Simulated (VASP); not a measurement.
These are PBE GGA, VASP's PBE PAW potentials (set 64) (plane waves; VASP) values and carry that method's errors.

Input for VASP

**POSCAR**
```
CdSe
1
    2.1922128721    -3.7970238252     0.0000000000
    2.1922128721     3.7970238252     0.0000000000
    0.0000000000     0.0000000000     7.1374483480
Cd Se
2 2
Direct
  0.6666670000   0.3333330000   0.5001024707
  0.3333330000   0.6666670000   0.0001024707
  0.6666670000   0.3333330000   0.8758975293
  0.3333330000   0.6666670000   0.3758975293
```

### INCAR
```
ALGO = Normal
EDIFF = 1E-7
ENCUT = 530
GGA = PE
IBRION = 6
ISIF = 3
ISMEAR = 0
LASPH = .TRUE.
LCHARG = .FALSE.
LMAXMIX = 4
LREAL = .FALSE.
LWAVE = .FALSE.
NELM = 100
NFREE = 2
NSW = 1
POTIM = 0.015
PREC = Accurate
SIGMA = 0.05
SYSTEM = CdSe
```

File KPOINTS:
```
Automatic mesh
0
Gamma
5 5 3
0 0 0
```

POTCAR, in this order: Cd Se (PBE.64 set). Program: vasp_std.

Output of the run:

**OUTCAR**
```


   1 f  =    5.295346 THz    33.271638 2PiTHz  176.633717 cm-1    21.899780 meV

   2 f  =    4.823230 THz    30.305246 2PiTHz  160.885626 cm-1    19.947266 meV

   3 f  =    4.823229 THz    30.305244 2PiTHz  160.885615 cm-1    19.947265 meV

   4 f  =    4.758601 THz    29.899170 2PiTHz  158.729836 cm-1    19.679983 meV

   5 f  =    4.758600 THz    29.899168 2PiTHz  158.729825 cm-1    19.679981 meV

   6 f  =    4.681705 THz    29.416019 2PiTHz  156.164864 cm-1    19.361967 meV

   7 f  =    3.549869 THz    22.304485 2PiTHz  118.410888 cm-1    14.681072 meV

   8 f  =    1.023189 THz     6.428887 2PiTHz   34.129916 cm-1     4.231568 meV

   9 f  =    1.023189 THz     6.428886 2PiTHz   34.129913 cm-1     4.231568 meV

  10 f/i=    0.004464 THz     0.028045 2PiTHz    0.148889 cm-1     0.018460 meV

  11 f/i=    0.004660 THz     0.029279 2PiTHz    0.155439 cm-1     0.019272 meV

  12 f/i=    0.004660 THz     0.029279 2PiTHz    0.155439 cm-1     0.019272 meV

 ELASTIC MODULI CONTR FROM IONIC RELAXATION (kBar)
 Direction    XX          YY          ZZ          XY          YZ          ZX
 --------------------------------------------------------------------------------
 XX        -223.7819    103.0691    119.9470     -0.0000      0.0000     -0.0000
 YY         103.0691   -223.7818    119.9470      0.0000      0.0000      0.0000
 ZZ         119.9470    119.9470   -238.3723      0.0000     -0.0000     -0.0000
 XY          -0.0000      0.0000      0.0000   -163.4255     -0.0000     -0.0000
 YZ          -0.0000      0.0000     -0.0000     -0.0000    -62.4765     -0.0000
 ZX          -0.0000      0.0000     -0.0000     -0.0000     -0.0000    -62.4766
 --------------------------------------------------------------------------------

 TOTAL ELASTIC MODULI (kBar)
 Direction    XX          YY          ZZ          XY          YZ          ZX
 --------------------------------------------------------------------------------
 XX         662.2457    386.5217    317.6523     -0.0000      0.0000     -0.0000
 YY         386.5217    662.2456    317.6522      0.0000      0.0000      0.0000
 ZZ         317.6523    317.6522    751.2702      0.0000     -0.0000     -0.0000
 XY          -0.0000      0.0000      0.0000    137.8620     -0.0000     -0.0000
 YZ          -0.0000      0.0000     -0.0000     -0.0000    123.4592     -0.0000
 ZX          -0.0000      0.0000     -0.0000     -0.0000     -0.0000    123.4592
 --------------------------------------------------------------------------------
```
(Selected blocks of OUTCAR.)

The compound is CdSe in the wurtzite structure. It was relaxed first, which changed the volume by +6 %.
